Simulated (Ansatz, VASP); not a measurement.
# NbSi: VASP beside Ansatz, part 2 of 2

Aim: how closely do two programs agree when they are given the same cell, functional and k mesh? The cell is invented: As first built, before any earlier steps moved the atoms (in the runner's words): it takes the TaC structure with all of its atoms replaced by other elements, volume scaled by an estimate. It may not be a known or stable phase. The cell is taken from a series of VASP runs on this material, whose earlier steps may have relaxed, scaled or displaced it; both programs get it as it stands.

VASP 6.6.1 and Ansatz 0.2.0.

So far: The structure; VASP: band structure, HSE06.

## Step 3: Ansatz: band structure, HSE06

Level of this step: Ansatz beside VASP: Kohn-Sham DFT, plane waves, HSE06 (Ansatz).

Ansatz runs on its default PAW (the set named soft_2) files.

The same cell, functional, mesh and smearing now go to Ansatz, which takes its cutoff from its data sets.

Contents of input.yaml:

```yaml
crystal:
  lattice:
    - [0.0, 2.5712175395, 2.5712175395]
    - [2.5712175395, 0.0, 2.5712175395]
    - [2.5712175395, 2.5712175395, 0.0]
  atoms:
    - { symbol: Nb, position: [0.0, 0.0, 0.0] }
    - { symbol: Si, position: [0.5, 0.5, 0.5] }
hamiltonian:
  xc: { exchange: pbe, correlation: pbe, exx: { coeff: 0.25, omega: 0.2 } }
  pseudopotentials: { kind: paw }
kpoints:
  mp_grid: { grid: [5, 5, 5] }
  band_path:
    path:
      - [0.0, 0.0, 0.0]
      - [0.5, 0.0, 0.5]
      - [0.5, 0.22222, 0.72222]
      - [0.40278, 0.34722, 0.75]
      - [0.125, 0.125, 0.25]
      - [0.27778, 0.27778, 0.27778]
      - [0.55556, 0.38889, 0.55556]
      - [0.58333, 0.25, 0.66667]
      - [0.5, 0.30556, 0.69444]
      - [0.48611, 0.48611, 0.52778]
      - [0.625, 0.25, 0.625]
      - [0.5, 0.0, 0.5]
    npoints: 1
scf:
  occupations: { method: gaussian, width: 0.02 }
  n_extra_bands: 7
output:
  forces: true
  stress: true
  eigenvalues: true
```

The run is started by

```bash
$ ansatz run input.yaml --threads 4 --pin off --max-ram 9216MiB --backend cpu --events-out ev --progress --plain --runs-dir out
```

Numbers of over 12 decimals in the logs are rounded to 6 here.

What it wrote:

```text
Warning: output.stress: scf.convergence.dr2_threshold = 1e-7 eV (the SCF's general default) is looser than the 2e-10 eV advised for a printed stress (1e-10 eV for each atom of the cell: 2). What an SCF threshold leaves in a stress goes as its square root, and in the free energy as the threshold itself, and one threshold admits the most on a small cell: [figures from the program's tests cut] Set scf.convergence.dr2_threshold to 2e-10 eV or tighter. The threshold is an SCF's pass mark: one that does not reach it within its budget of iterations ends unconverged, or closes short of it on a stop that the run arms, and scf.convergence.dr2_threshold's page says what that costs each kind of run
Warning: output.stress: scf.exx.energy_threshold = 1e-6 eV is looser than the 2e-8 eV advised for a stress under a hybrid functional (1e-8 eV for each atom of the cell: 2). Every SCF of the exchange loop can meet its threshold on dr2 while the loop round them stops early: no threshold on dr2 bounds what that leaves in the stress. Set scf.exx.energy_threshold to 2e-8 eV or tighter. The threshold is the loop's pass mark: a loop that does not reach it within its budget of cycles ends unconverged, and scf.exx.energy_threshold's page has the law
scf.n_extra_bands = 7 over 9 filled bands (N_el = 17.0): the run solves 16 bands
Engine: ansatz 0.2.0, aarch64-unknown-linux-gnu
Pseudopotentials: kind: paw
Pseudopotential: Nb, paw, valence charge 13, recommended cutoff 420 eV (normal), Nb.paw.azcp
Pseudopotential: Si, paw, valence charge 4, recommended cutoff 420 eV (normal), Si.paw.azcp
Functional definition: unnamed
  parameter a_1 = 0.25
  parameter omega_1 = 0.2/angstrom
  exchange = pbe_x + (-a_1)*pbe_x_sr(omega_1) + a_1*exact_x_sr(omega_1)
  correlation = pbe_c
Crystal: 2 atoms, lattice volume = 33.997 Å³
Basis set: ecut = 420 eV, 645 PW (Γ), exchange–correlation on 50×50×50 points (8 copies of the dense FFT grid, shifted against one another)
Bands: 16, of which v1, the nominal top of the filled ones, is band 9 counted from 1 (8 counted from 0)
Symmetry: 48 space group operations
Space group: Fm-3m (ITA 225), of the structure as read, at distance tolerance 3.2e-5 Å
k-points: 10 of 125
Non-local potential: Nb, projectors of the file, l = 0: 3, l = 1: 2, l = 2: 2, l = 3: 1
Non-local potential: Si, projectors of the file, l = 0: 2, l = 1: 2, l = 2: 2
PAW form: soft (Blöchl's): semilocal exchange-correlation on the pseudo side does not see the compensation charge
PAW frozen core: Nb, regenerated for the run's functional, and the local potential with it (the file was generated under x = pbe(κ = 0.804, μ = 0.219515), c = pbe(β = 0.066725))
PAW frozen core: Si, regenerated for the run's functional, and the local potential with it (the file was generated under x = pbe(κ = 0.804, μ = 0.219515), c = pbe(β = 0.066725))
PAW one-centre angular grid: Nb, 590 points (default); XC on 64 Gauss nodes
PAW one-centre angular grid: Si, 110 points (default); XC on 64 Gauss nodes
Initial density: superposition of atomic densities (neutral atoms: chi_scale 0, normalization atom), corrected by the library's trained network
Initial wavefunctions: pseudopotential atomic-orbital guess
Functional: x = pbe(κ = 0.804, μ = 0.219515), c = pbe(β = 0.066725), warm-up for x = pbe(κ = 0.804, μ = 0.219515) + 0.25 (exact − pbe) at short range (hse, ω = 0.2 Å⁻¹), c = pbe(β = 0.066725)
SCF iter   1: F=—  HF=-5188.527477 eV  |F-HF|=—  |Δ(HF+E_count)|=         —  Δρ=6.63e-3  dr2=2.46e-2  ethr=1.77e-3  ⟨swp⟩=10.1  Hψ=742  notcnv=0
preconditioner: auto → none  [insulator: Δε(μ)=0.070 eV  Ē_g=9.478 eV  σ=0.020 eV  W_gap=0.79  n_scr=8 (ndim 8)  ℏωp=19.1 eV  f_vac=0.000  D(μ)=3.90/eV (n_scr^D=58)]
SCF iter   2: F=—  HF=-5188.522681 eV  |F-HF|=—  |Δ(HF+E_count)|=   4.80e-3  Δρ=3.06e-3  dr2=4.77e-3  ethr=1.44e-4  ⟨swp⟩=3.2  Hψ=336  notcnv=0  defer=1
iter 3 solved again at ethr=4.98e-7 eV; its pass at ethr=2.81e-5 eV (dr2=8.46e-5 eV) is discarded
SCF iter   3: F=—  HF=-5188.521819 eV  |F-HF|=—  |Δ(HF+E_count)|=   8.63e-4  Δρ=4.23e-4  dr2=8.52e-5  ethr=4.98e-7  ⟨swp⟩=2.9  Hψ=636  notcnv=0
SCF iter   4: F=—  HF=-5188.521808 eV  |F-HF|=—  |Δ(HF+E_count)|=   1.06e-5  Δρ=1.54e-4  dr2=1.16e-5  ethr=4.98e-7  ⟨swp⟩=2.7  Hψ=269  notcnv=0
SCF iter   5: F=—  HF=-5188.521807 eV  |F-HF|=—  |Δ(HF+E_count)|=   1.61e-6  Δρ=3.26e-5  dr2=5.15e-7  ethr=6.84e-8  ⟨swp⟩=2.0  Hψ=250  notcnv=0
SCF iter   6: F=—  HF=-5188.521807 eV  |F-HF|=—  |Δ(HF+E_count)|=   3.52e-8  Δρ=5.45e-6  dr2=3.50e-9  ethr=3.03e-9  ⟨swp⟩=3.4  Hψ=283  notcnv=0
SCF iter   7: F=—  HF=-5188.521807 eV  |F-HF|=—  |Δ(HF+E_count)|=   1.46e-9  Δρ=1.95e-6  dr2=1.73e-9  ethr=2.06e-11  ⟨swp⟩=3.5  Hψ=305  notcnv=0
SCF iter   8: F=-5188.521807 eV  HF=-5188.521807 eV  |F-HF|=8.00e-11  |Δ(HF+E_count)|=  3.17e-10  Δρ=4.17e-7  dr2=9.64e-11  ethr=1.02e-11  ⟨swp⟩=2.0  Hψ=250  notcnv=0
SCF 1 converged in 8 iterations: F = -5188.521807 eV  dr2 = 9.64e-11
  greatest PAW one-centre occupation: 0.998 electrons in one spin orbital (limit 2), on the Nb atom at site 0 (counted from 0), in its partial waves of l = 0
Initial density: handed on by an earlier stage of this run
Initial wavefunctions: those handed on with the density
Functional: x = pbe(κ = 0.804, μ = 0.219515) + 0.25 (exact − pbe) at short range (hse, ω = 0.2 Å⁻¹), c = pbe(β = 0.066725)
Exchange kernel: α = 0.2500, screened, ω = 0.2000 Å⁻¹, Wigner–Seitz truncation, v(0) = 1120.0039 eV·Å³, q-mesh 5×5×5, nearest image of the exchange supercell L = 18.18 Å, pair-density grid 15×15×15, without the augmentation charges, whose exchange is taken in its separable form by FFT convolution over the k-point mesh (sized by the pseudopotential files, 20×20×20 at the most), smooth part of the exact exchange by density-matrix convolution
Frozen-core exchange: fock
iter 1 solved again at ethr=3.26e-4 eV; its pass at ethr=1.00e-1 eV (dr2=5.55e-2 eV) is discarded
SCF iter   1: F=—  HF=-5191.071773 eV  |F-HF|=—  |Δ(HF+E_count)|=         —  Δρ=1.04e-2  dr2=6.06e-2  ethr=3.26e-4  ⟨swp⟩=3.4  Hψ=669  notcnv=0
preconditioner: auto → none  [insulator: Δε(μ)=0.081 eV  Ē_g=10.788 eV  σ=0.020 eV  W_gap=0.79  n_scr=8 (ndim 8)  ℏωp=19.1 eV  f_vac=0.000  D(μ)=3.89/eV (n_scr^D=58)]
SCF iter   2: F=—  HF=-5191.058801 eV  |F-HF|=—  |Δ(HF+E_count)|=   1.30e-2  Δρ=3.81e-3  dr2=7.19e-3  ethr=3.26e-4  ⟨swp⟩=3.0  Hψ=424  notcnv=0
SCF iter   3: F=—  HF=-5191.056387 eV  |F-HF|=—  |Δ(HF+E_count)|=   2.41e-3  Δρ=1.49e-3  dr2=5.21e-4  ethr=4.07e-5  ⟨swp⟩=3.0  Hψ=354  notcnv=0
SCF iter   4: F=—  HF=-5191.056292 eV  |F-HF|=—  |Δ(HF+E_count)|=   9.54e-5  Δρ=2.80e-4  dr2=1.27e-5  ethr=2.65e-6  ⟨swp⟩=2.6  Hψ=274  notcnv=0
SCF iter   5: F=-5191.056298 eV  HF=-5191.056298 eV  |F-HF|=1.63e-7  |Δ(HF+E_count)|=   5.92e-6  Δρ=6.43e-5  dr2=5.66e-7  ethr=5.38e-8  ⟨swp⟩=3.8  Hψ=335  notcnv=0
SCF 2 stopped early in 5 iterations: F = -5191.056298 eV  dr2 = 5.66e-7
hybrid outer 1: dexx = +4.953e-3 eV, tail = 6.86e-6 eV
Exchange kernel: α = 0.2500, screened, ω = 0.2000 Å⁻¹, Wigner–Seitz truncation, v(0) = 1120.0039 eV·Å³, q-mesh 5×5×5, nearest image of the exchange supercell L = 18.18 Å, pair-density grid 15×15×15, without the augmentation charges, whose exchange is taken in its separable form by FFT convolution over the k-point mesh (sized by the pseudopotential files, 20×20×20 at the most), smooth part of the exact exchange by density-matrix convolution
Frozen-core exchange: fock
SCF iter   1: F=—  HF=-5191.056263 eV  |F-HF|=—  |Δ(HF+E_count)|=         —  Δρ=3.08e-5  dr2=1.26e-7  ethr=2.02e-7  ⟨swp⟩=4.2  Hψ=451  notcnv=0
preconditioner: auto → none  [insulator: Δε(μ)=0.115 eV  Ē_g=10.750 eV  σ=0.020 eV  W_gap=0.79  n_scr=8 (ndim 8)  ℏωp=19.1 eV  f_vac=0.000  D(μ)=3.89/eV (n_scr^D=58)]
SCF iter   2: F=—  HF=-5191.056263 eV  |F-HF|=—  |Δ(HF+E_count)|=   6.07e-8  Δρ=1.51e-5  dr2=3.08e-8  ethr=7.14e-10  ⟨swp⟩=3.0  Hψ=287  notcnv=0
SCF iter   3: F=-5191.056263 eV  HF=-5191.056263 eV  |F-HF|=6.34e-9  |Δ(HF+E_count)|=   3.47e-9  Δρ=3.89e-6  dr2=7.90e-9  ethr=1.79e-10  ⟨swp⟩=2.7  Hψ=267  notcnv=0  defer=1
SCF 3 converged in 3 iterations: F = -5191.056263 eV  dr2 = 7.90e-9
  Residual-converged pass: ⟨swp⟩=3.0  Hψ=316  notcnv=0  max |occ|·‖R‖ = 2.4e-6 eV (tolerance 2.4e-6 eV)  dr2=8.02e-9  dr2_onsite=2.69e-10  max |Δocc| = 1.5e-22
hybrid outer 2: dexx = +8.963e-8 eV, tail = 1.84e-8 eV, Δε = 1.16e-3 eV (about 6.41e-5 eV left of the loop's levels)
NSCF: frozen V_eff on 12 k-points
hybrid SCF converged: 2 outer / 8 inner (+8 warm-up), last move |dexx| = 8.96e-8 eV, tail = 1.84e-8 eV
Stability not checked: this state was not tested for a lower state beside it, because the functional holds exact exchange (a hybrid, or Hartree-Fock), whose exchange loop this test does not read (fock_operator; see scf.lower_state_search)
Free energy (F): -5191.056263 eV
Frozen-core exchange: fock
Harris-Foulkes:  -5191.056263 eV  (|F-HF|=6.34e-9)
Internal energy: -5191.055485 eV  (E = F + TS)
E sigma→0 (E₀):  -5191.055874 eV
Entropy (-TS):   -0.000779 eV (-0.389 meV/atom)
Fermi energy:    13.841465 eV
--- Per-component energies (eV) ---
  E_band       = -126.644464
  E_kinetic    = 434.327162
  E_local      = -898.482399  (includes V_loc(G=0)·N_el)
  E_nonlocal   = 144.254997
  E_hartree    = 294.668466
  E_xc         = -185.949977
  E_vxc        = -207.839516  (∫ρ·V_xc dr)
  E_exx        = -42.030796  (= α·E_x^exact, valence–valence)
  E_paw        = -3591.144402  (= ΣΔE_a)
  E_vpaw       = -104.182498  (= ΣTr[D̂ρ^β])
  E_aug_tail   = 0.000016  (compensation charges beyond the density's cutoff)
  E_ewald      = -1346.221725
  E_core_change = -0.476826  (= ΣΔE_core)
  E_smearing   = -0.000779  (= −TS)
  E_closure    = 0.000001  (closes the sum)
  Σ components = -5191.056263   (vs F -5191.056263, Δ=0.00e0)
--- Forces (eV/Å), atoms counted from 1 ---
  atom   1  Nb    -0.00000000     0.00000000     0.00000000
  atom   2  Si    -0.00000000     0.00000000     0.00000000
  max |Σ_I F_I| component: 1.23e-30 eV/Å
--- Stress (GPa, compression-positive) ---
       -2.852468       0.000000       0.000000
        0.000000      -2.852468      -0.000000
       -0.000000       0.000000      -2.852468
  P = ⅓ Tr σ = -2.8525 GPa (-28.525 kbar)
--- Band table (eV; the first three rows and the last of 10) ---
  k-point 0: bands = [... 5 lower, 12.5834, 12.5834, 12.5834, 13.0177, 13.0177, 16.7091, 16.7091, 16.7091, ... 3 higher]
  k-point 1: bands = [... 5 lower, 11.0488, 11.5607, 11.5607, 13.4772, 13.4772, 16.2836, 19.0156, 19.0156, ... 3 higher]
  k-point 2: bands = [... 5 lower, 8.1359, 10.3301, 10.3301, 15.3083, 15.3083, 16.7255, 19.7504, 21.8001, ... 3 higher]
  k-point 9: bands = [... 5 lower, 9.0944, 9.9953, 10.8358, 15.0328, 16.0268, 16.6043, 17.2275, 19.2418, ... 3 higher]
```

The job ended after 16 s (4 threads of Arm Neoverse V2, shared host; peak memory 0.69 GiB).

In the SCF lines HF is the Harris–Foulkes energy and dr2 the Hartree energy of the density residual, in eV; the loop may stop once dr2 is under the threshold and the program's other checks hold. Hψ counts applications of the Hamiltonian.

## Step 4: Side by side

Known differences besides the potentials themselves: exact exchange at q = 0 is treated differently, which shows on coarse meshes; VASP keeps PBE cores, Ansatz makes them for the functional; the cutoff is 420 eV in Ansatz and 400 eV in VASP; VASP takes a coarser grid for exact exchange (PRECFOCK = Fast). Total energies have different zeros and are not compared.

Levels from 3 eV below to 2 eV above the Fermi level differ by 3 meV r.m.s. and 8 meV at most; each VASP level is matched to the nearest of Ansatz, which flatters the figure a little.

## Step 5: What came out

```json
{
 "r.m.s. difference of levels near the Fermi level (band structure, HSE06)": "3.4 meV"
}
```

What this shows: The r.m.s. difference of levels near the Fermi level is 3.4 meV (band structure, HSE06), within the 80 meV picked in this series as the mark of a large difference. How closely two codes agree says nothing of how well the functional describes the real material.

[Lines on the potential files, build, host, timing and source positions are cut from VASP's logs without a mark.]

[Logs are printed without paths, hosts, clocks, repeated set-up lines and the standing remarks that a program may print on its own settings, such as how far it seeks lower states.]

[Hosts, paths, dates, database ids (printed as entryN), source tags and the programs' standing remarks are cut or masked in the printed files.]
